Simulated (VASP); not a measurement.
# GW on MoS2, part 2 of 5

How does the gap of MoS2 change from the starting functional to GW? The cell has space group P6_3/mmc. The start is a cell from a database of measured crystal structures.

VASP 6.6.1, plane waves and PAW; the level of theory is named at each step.

So far. Step 2 (Relaxation): At LDA, with these data sets, the largest force is down to 2.3e-4 eV/Å.

The database entry behind the starting cell differs from later determinations by our own check (about 0.3 % long), so it need not match the best structure at ambient conditions.

## (3) Ground state

This step: LDA, no spin polarisation; plane waves and PAW (Mo_sv_GW, S_GW) (VASP 6.6.1).

The orbitals come from a self-consistent LDA run with a tight EDIFF and a narrow smearing. KPOINTS_OPT adds the bands along a path, which shows whether the mesh holds the band edges.

The input, INCAR:

```
SYSTEM = MoS2
PREC = Accurate
ENCUT = 370
EDIFF = 1E-08
NELM = 100
ISMEAR = 0
SIGMA = 0.01
LREAL = .FALSE.
ALGO = Normal
GGA = CA
NBANDS = 32
LASPH = .TRUE.
LORBIT = 11
LWAVE = .TRUE.
LCHARG = .FALSE.
```

The input, POSCAR:

```
MoS2
1.0
    3.1690000000      0.0000000000      0.0000000000
   -1.5845000000      2.7444345046      0.0000000000
    0.0000000000      0.0000000000     12.3240000000
Mo S
2 4
Direct
    0.3333333333      0.6666666667      0.2500000000
    0.6666666667      0.3333333333      0.7500000000
    0.3333333333      0.6666666667      0.6247813319
    0.6666666667      0.3333333333      0.1247813319
    0.3333333333      0.6666666667      0.8752186681
    0.6666666667      0.3333333333      0.3752186681
```

The input, KPOINTS:

```
Automatic mesh
0
Gamma
3 3 1
0 0 0
```

The input, KPOINTS_OPT:

```
Line mode
12
Line-mode
Reciprocal
  0.00000000   0.00000000   0.00000000 GAMMA
  0.50000000   0.00000000   0.00000000 M

  0.50000000   0.00000000   0.00000000 M
  0.33333333   0.33333333   0.00000000 K

  0.33333333   0.33333333   0.00000000 K
  0.00000000   0.00000000   0.00000000 GAMMA

  0.00000000   0.00000000   0.00000000 GAMMA
  0.00000000   0.00000000   0.50000000 A

  0.00000000   0.00000000   0.50000000 A
  0.50000000   0.00000000   0.50000000 L

  0.50000000   0.00000000   0.50000000 L
  0.33333333   0.33333333   0.50000000 H

  0.33333333   0.33333333   0.50000000 H
  0.00000000   0.00000000   0.50000000 A

  0.50000000   0.00000000   0.50000000 L
  0.50000000   0.00000000   0.00000000 M

  0.33333333   0.33333333   0.00000000 K
  0.33333333   0.33333333   0.50000000 H
```

PAW data sets: Mo_sv_GW and S_GW (LDA family, release 64).

Command:

```
> mpirun -np 4 vasp_std
```

The program printed:

```text
[banner, memory and clock lines left out]
running    4 mpi-ranks, on    1 nodes
 distrk:  each k-point on    4 cores,    1 groups
 distr:  one band on    1 cores,    4 groups

 POSCAR found type information on POSCAR MoS
 POSCAR found :  2 types and       6 ions
 LDA part: xc-table for (Slater(with rela. corr.)+CA(PZ))
 , standard interpolation
 POSCAR, INCAR and KPOINTS ok, starting setup
 FFT: planning ... GRIDC
 FFT: planning ... GRID_SOFT
 FFT: planning ... GRID
 WAVECAR not read
 entering main loop
       N       E                     dE             d eps       ncg     rms          rms(c)
DAV:   1     0.360694574291E+03    0.36069E+03   -0.24676E+04   224   0.123E+03
DAV:   2    -0.242624264336E+02   -0.38496E+03   -0.37621E+03   288   0.499E+02
DAV:   3    -0.558798739043E+02   -0.31617E+02   -0.31446E+02   296   0.125E+02
DAV:   4    -0.571165406566E+02   -0.12367E+01   -0.12351E+01   304   0.280E+01
DAV:   5    -0.571994383275E+02   -0.82898E-01   -0.82877E-01   336   0.606E+00    0.146E+01
DAV:   6    -0.522123830797E+02    0.49871E+01   -0.49347E+01   320   0.465E+01    0.748E+00
DAV:   7    -0.506062641040E+02    0.16061E+01   -0.10442E+01   328   0.233E+01    0.417E+00
DAV:   8    -0.505129843948E+02    0.93280E-01   -0.73197E-01   280   0.549E+00    0.108E+00
DAV:   9    -0.505136088587E+02   -0.62446E-03   -0.88489E-02   328   0.159E+00    0.449E-01
DAV:  10    -0.505110303279E+02    0.25785E-02   -0.15392E-02   336   0.110E+00    0.168E-01
DAV:  11    -0.505109843788E+02    0.45949E-04   -0.20850E-03   328   0.378E-01    0.665E-02
DAV:  12    -0.505108772901E+02    0.10709E-03   -0.40907E-04   328   0.141E-01    0.985E-03
DAV:  13    -0.505108811883E+02   -0.38982E-05   -0.43984E-05   296   0.317E-02    0.709E-03
DAV:  14    -0.505108808438E+02    0.34450E-06   -0.30153E-06   312   0.131E-02    0.173E-03
DAV:  15    -0.505108808152E+02    0.28622E-07   -0.30445E-07   264   0.440E-03    0.868E-04
DAV:  16    -0.505108808098E+02    0.53988E-08   -0.35943E-08   216   0.117E-03
   1 F= -.50510881E+02 E0= -.50510881E+02  d E =-.183038E-54
 Start KPOINTS_OPT (optional k-point list driver)
k-point batch [1-3\108]
       N       E                     dE             ncg
DAV:   1     0.162761309838E+02   -0.13559E+03      216
DAV:   2    -0.133687978952E+04   -0.13532E+04      288
DAV:   3    -0.145089209280E+04   -0.11401E+03      304
DAV:   4    -0.145655078757E+04   -0.56587E+01      304
DAV:   5    -0.145694562473E+04   -0.39484E+00      320
DAV:   6    -0.145697938744E+04   -0.33763E-01      312
DAV:   7    -0.145698428883E+04   -0.49014E-02      328
DAV:   8    -0.145698489157E+04   -0.60273E-03      312
DAV:   9    -0.145698499527E+04   -0.10370E-03      320
DAV:  10    -0.145698501000E+04   -0.14734E-04      304
DAV:  11    -0.145698501213E+04   -0.21306E-05      248
DAV:  12    -0.145698501243E+04   -0.29538E-06      184
DAV:  13    -0.145698501248E+04   -0.52518E-07      160
DAV:  14    -0.145698501249E+04   -0.81889E-08      160
[...]
k-point batch [106-108\108]
       N       E                     dE             ncg
DAV:   1    -0.335012388085E+03   -0.59625E+04      224
DAV:   2    -0.141576528063E+04   -0.10808E+04      288
DAV:   3    -0.150666112376E+04   -0.90896E+02      272
DAV:   4    -0.151177112196E+04   -0.51100E+01      320
DAV:   5    -0.151197239192E+04   -0.20127E+00      312
DAV:   6    -0.151198718735E+04   -0.14795E-01      336
DAV:   7    -0.151198825936E+04   -0.10720E-02      288
DAV:   8    -0.151198833400E+04   -0.74644E-04      336
DAV:   9    -0.151198833886E+04   -0.48647E-05      312
DAV:  10    -0.151198833920E+04   -0.33271E-06      280
DAV:  11    -0.151198833922E+04   -0.23780E-07      192
DAV:  12    -0.151198833922E+04   -0.12258E-08      168
 writing wavefunctions
```

Wall time 35 s (4 MPI ranks of Intel Xeon 6975P-C (Granite Rapids), shared host); peak memory 0.57 GiB; 2.3 min of CPU time.

OUTCAR, selected parts (step 3):

```text
 Found      3 irreducible k-points:

   k-points           NKPTS =      3   k-points in BZ     NKDIM =      3   number of bands    NBANDS=     32

   dimension x,y,z NGX =    20 NGY =   20 NGZ =   80
   dimension x,y,z NGXF=    40 NGYF=   40 NGZF=  160

   ENCUT  =  370.0 eV  27.19 Ry    5.21 a.u.   4.97  4.97 19.33*2*pi/ulx,y,z

   NELECT =      52.0000    total number of electrons

 E-fermi :   7.4341

 k-point     1 :       0.0000    0.0000    0.0000
  band No.  band energies     occupation
    ...
     22       5.0384      2.00000
     23       5.0384      2.00000
     24       6.0877      2.00000
     25       6.1404      2.00000
     26       7.3252      2.00000
     27       9.3610      0.00000
     28       9.3696      0.00000
     29       9.3801      0.00000
     30       9.3857      0.00000
     31       9.6136      0.00000
    ...

 k-point     2 :       0.3333   -0.0000    0.0000
  band No.  band energies     occupation
    ...
     22       5.1171      2.00000
     23       5.2271      2.00000
     24       5.2618      2.00000
     25       5.4669      2.00000
     26       5.7232      2.00000
     27       8.6816      0.00000
     28       8.8124      0.00000
     29       8.9633      0.00000
     30       9.4172      0.00000
     31       9.7207      0.00000
    ...

  Total       -2.8246462     -2.8246462     -1.2652200      0.0000000      0.0000000      0.0000000
  in kB      -42.2228791    -42.2228791    -18.9125393      0.0000000      0.0000000      0.0000000
  external PRESSURE =     -34.4527658 kB  Pullay stress =       0.0000000 kB

  energy-cutoff  :      370.00
  volume of cell :      107.18
      direct lattice vectors                 reciprocal lattice vectors
     3.169000000  0.000000000  0.000000000     0.315556958  0.182186895  0.000000000
    -1.584500000  2.744434505  0.000000000     0.000000000  0.364373789  0.000000000
     0.000000000  0.000000000 12.324000000     0.000000000  0.000000000  0.081142486

 POSITION                                       TOTAL-FORCE (eV/Angst)
 -----------------------------------------------------------------------------------
     -0.00000      1.82962      3.08100        -0.000000     -0.000000      0.000000
      1.58450      0.91481      9.24300         0.000000      0.000000      0.000000
     -0.00000      1.82962      7.69981        -0.000000      0.000000      0.254266
      1.58450      0.91481      1.53781         0.000000     -0.000000      0.254266
     -0.00000      1.82962     10.78619        -0.000000      0.000000     -0.254266
      1.58450      0.91481      4.62419         0.000000     -0.000000     -0.254266
 -----------------------------------------------------------------------------------
    total drift:                               -0.000000      0.000000     -0.000000

  FREE ENERGIE OF THE ION-ELECTRON SYSTEM (eV)
  ---------------------------------------------------
  free  energy   TOTEN  =       -50.5108808098 eV

  energy  without entropy=      -50.5108808098  energy(sigma->0) =      -50.51088081

 total charge
# of ion       s       p       d       f       tot
--------------------------------------------------
    1        2.104   6.047   3.088   0.030  11.269
    2        2.104   6.047   3.088   0.030  11.269
    3        1.351   2.293   0.072   0.000   3.716
    4        1.351   2.293   0.072   0.000   3.716
    5        1.351   2.293   0.072   0.000   3.716
    6        1.351   2.293   0.072   0.000   3.716
--------------------------------------------------
tot          9.612  21.265   6.465   0.060  37.402

[... 3 parts as in an earlier step ...]

[... 4 further parts left out ...]
```

This step gave:

```
free energy (TOTEN)               : -50.5109 eV
Fermi energy                      : 7.434 eV
pressure                          : -3.445 GPa
least gap on mesh and path        : 0.8477 eV
least direct gap on mesh and path : 1.586 eV
```

The highest empty bands on the path are converged less tightly, to about 0.1 eV. Electronic bands along the path, in eV, zero at the valence-band top; v1 is the highest filled band, c1 the lowest empty one:

```
          point     v4     v3     v2     v1    c1    c2    c3    c4
              Γ  -2.29  -1.24  -1.18   0.00  2.03  2.04  2.05  2.06
0.45 of the way  -2.29  -1.50  -1.41  -1.28  1.20  1.65  1.86  1.91
              M  -1.85  -1.67  -1.46  -1.33  1.59  1.64  1.96  2.22
0.45 of the way  -2.78  -2.38  -1.18  -1.00  1.44  1.55  2.23  2.43
              K  -2.73  -2.73  -0.81  -0.65  0.94  0.94  1.79  2.86
0.45 of the way  -1.89  -1.76  -1.56  -1.53  0.85  1.65  1.75  1.78
              Γ  -2.29  -1.24  -1.18   0.00  2.03  2.04  2.05  2.07
0.55 of the way  -2.29  -1.96  -0.62  -0.08  2.04  2.04  2.05  2.05
              A  -2.31  -2.31  -0.28  -0.28  2.04  2.04  2.04  2.05
0.55 of the way  -2.18  -2.18  -1.53  -1.53  1.54  1.54  1.64  1.64
              L  -1.76  -1.76  -1.38  -1.38  1.61  1.61  2.11  2.11
0.45 of the way  -2.62  -2.62  -1.08  -1.08  1.50  1.50  2.29  2.29
              H  -2.88  -2.88  -0.74  -0.74  0.94  0.94  2.26  2.26
0.55 of the way  -1.74  -1.74  -1.44  -1.44  1.23  1.23  1.77  1.77
              A  -2.31  -2.31  -0.28  -0.28  2.04  2.04  2.05  2.11
      jump to L  -1.76  -1.76  -1.38  -1.38  1.61  1.61  2.11  2.11
0.45 of the way  -1.82  -1.70  -1.43  -1.34  1.60  1.63  2.02  2.19
              M  -1.85  -1.67  -1.46  -1.33  1.59  1.64  1.96  2.23
      jump to K  -2.73  -2.73  -0.81  -0.65  0.94  0.94  1.79  2.86
0.45 of the way  -2.79  -2.79  -0.79  -0.67  0.94  0.94  1.90  2.69
              H  -2.88  -2.88  -0.74  -0.74  0.94  0.94  2.26  2.26
```

Of the projections kept (Mo, S), the largest for each band there; the rest of the weight can lie on other orbitals:

```
point       v4       v3       v2       v1       c1       c2       c3       c4
    Γ  Mo 0.55   S 0.95  Mo 0.80  Mo 0.65   S 0.54   S 0.54   S 0.56   S 0.56
    M   S 0.86   S 0.85  Mo 0.57  Mo 0.66  Mo 0.95  Mo 0.94  Mo 0.90  Mo 0.89
    K   S 0.71   S 0.71  Mo 0.83  Mo 0.80  Mo 0.90  Mo 0.90  Mo 0.70  Mo 0.67
    Γ  Mo 0.55   S 0.95  Mo 0.80  Mo 0.65   S 0.54   S 0.55   S 0.56   S 0.56
    A  Mo 0.55  Mo 0.55  Mo 0.59  Mo 0.59   S 0.55   S 0.55   S 0.55   S 0.55
    L   S 0.86   S 0.86  Mo 0.61  Mo 0.61  Mo 0.95  Mo 0.95  Mo 0.89  Mo 0.89
```

The cell has a gap of 0.848 eV on mesh and path and a pressure of -3.4 GPa, which holds the misfit of the given cell and coordinates with this functional, and any error of cutoff, mesh and data sets. Spin-orbit coupling is left out, which can shift or reorder these edges. Forces of up to 0.25 eV/Å remain in these settings.

## (4) Empty bands, functional LDA

The next step needs empty bands that the ground-state run didn't converge, so the Hamiltonian is diagonalised exactly for NBANDS bands, in a single step. LOPTICS writes the k-derivatives of the orbitals (WAVEDER), which give the long-wavelength limit of the screening.

The input, INCAR:

```
SYSTEM = MoS2
PREC = Accurate
ENCUT = 370
ISMEAR = 0
SIGMA = 0.01
LREAL = .FALSE.
GGA = CA
NBANDS = 448
LASPH = .TRUE.
ALGO = Exact
NELM = 1
LWAVE = .TRUE.
LCHARG = .FALSE.
LOPTICS = .TRUE.
NEDOS = 1000
CSHIFT = 0.1
```

POSCAR is that of step 3.

KPOINTS is that of step 3.

Command:

```
> mpirun -np 4 vasp_std
```

The program printed:

```text
[banner, memory and clock lines left out]
running    4 mpi-ranks, on    1 nodes
 distrk:  each k-point on    4 cores,    1 groups
 distr:  one band on    1 cores,    4 groups

 POSCAR found type information on POSCAR MoS
 POSCAR found :  2 types and       6 ions
 LDA part: xc-table for (Slater(with rela. corr.)+CA(PZ))
 , standard interpolation
 found WAVECAR, reading the header
  number of bands has changed, file:    32 present:   448
  trying to continue reading WAVECAR, but it might fail
 POSCAR, INCAR and KPOINTS ok, starting setup
 FFT: planning ... GRIDC
 FFT: planning ... GRID_SOFT
 FFT: planning ... GRID
 reading WAVECAR
 random initialization beyond band           32
 the WAVECAR file was read successfully
 initial charge from wavefunction
 entering main loop
       N       E                     dE             d eps       ncg     rms          rms(c)
DIA:   1    -0.505108808208E+02   -0.50511E+02    0.00000E+00     0   0.000E+00
   1 F= -.50510881E+02 E0= -.50510881E+02  d E =-.533330E-58
 writing wavefunctions
 optical routines
 imaginary and real dielectric function
 recalculating local potential from charge density
 direction            1
 direction            2
 direction            3
```

Elapsed: 11 s, on 4 MPI ranks; peak memory 0.83 GiB.

From OUTCAR (step 4):

```text
 Found      3 irreducible k-points:

   k-points           NKPTS =      3   k-points in BZ     NKDIM =      3   number of bands    NBANDS=    448

   NELECT =      52.0000    total number of electrons

 E-fermi :   7.4378

 k-point     1 :       0.0000    0.0000    0.0000
  band No.  band energies     occupation
    ...
     22       5.0384      2.00000
     23       5.0384      2.00000
     24       6.0877      2.00000
     25       6.1403      2.00000
     26       7.3252      2.00000
     27       9.3595      0.00000
     28       9.3595      0.00000
     29       9.3799      0.00000
     30       9.3799      0.00000
     31       9.6023      0.00000
    ...

 k-point     2 :       0.3333   -0.0000    0.0000
  band No.  band energies     occupation
    ...
     22       5.1172      2.00000
     23       5.2271      2.00000
     24       5.2618      2.00000
     25       5.4668      2.00000
     26       5.7232      2.00000
     27       8.6816      0.00000
     28       8.8123      0.00000
     29       8.9633      0.00000
     30       9.4172      0.00000
     31       9.7207      0.00000
    ...

  Total       -2.8231658     -2.8231658     -1.2631315      0.0000000      0.0000000     -0.0000000
  in kB      -42.2007498    -42.2007498    -18.8813200      0.0000000      0.0000000     -0.0000000
  external PRESSURE =     -34.4276065 kB  Pullay stress =       0.0000000 kB

 POSITION                                       TOTAL-FORCE (eV/Angst)
 -----------------------------------------------------------------------------------
     -0.00000      1.82962      3.08100        -0.000000     -0.000000     -0.000000
      1.58450      0.91481      9.24300         0.000000     -0.000000     -0.000000
     -0.00000      1.82962      7.69981        -0.000000      0.000000      0.254296
      1.58450      0.91481      1.53781         0.000000     -0.000000      0.254296
     -0.00000      1.82962     10.78619        -0.000000      0.000000     -0.254296
      1.58450      0.91481      4.62419         0.000000     -0.000000     -0.254296
 -----------------------------------------------------------------------------------
    total drift:                               -0.000000      0.000000     -0.000000

  FREE ENERGIE OF THE ION-ELECTRON SYSTEM (eV)
  ---------------------------------------------------
  free  energy   TOTEN  =       -50.5108808208 eV

  energy  without entropy=      -50.5108808208  energy(sigma->0) =      -50.51088082

 plasma frequency squared (from intraband transitions) (eV^2)
  --------------------------------------------------------------------------------------
       0.000       0.000      -0.000
      -0.000       0.000       0.000
       0.000       0.000       0.000

[... 9 parts as in an earlier step ...]

[... 1 further part left out ...]
```

The gap is read on the k-mesh alone, so it is an upper bound where the band edges lie off the mesh.

A gap read on the k-mesh alone can miss the band edges.

Numbers from this step:

```yaml
gap_on_the_k_mesh: 0.9352 eV
least_direct_gap_on_the_k_mesh: 1.586 eV
```

WAVECAR now holds 448 bands for 52 electrons. Its independent-particle dielectric tensor has xx, yy, zz = 21.3, 21.3, 10.1 on this mesh, which isn't tested for convergence in mesh or bands and lacks local fields.

(Continued in part 3 of 5.)

[Lines on the potential files, build, host, timing and source positions are cut from VASP's logs without a mark.]

[Logs are printed without paths, hosts, clocks, repeated set-up lines and the standing remarks that a program may print on its own settings, such as how far it seeks lower states.]

[Hosts, paths, dates, database ids (printed as entryN), source tags and the programs' standing remarks are cut or masked in the printed files.]

[Pressures printed for these runs are not shown converged in the cutoff: they can be off by several GPa and have the wrong sign.]
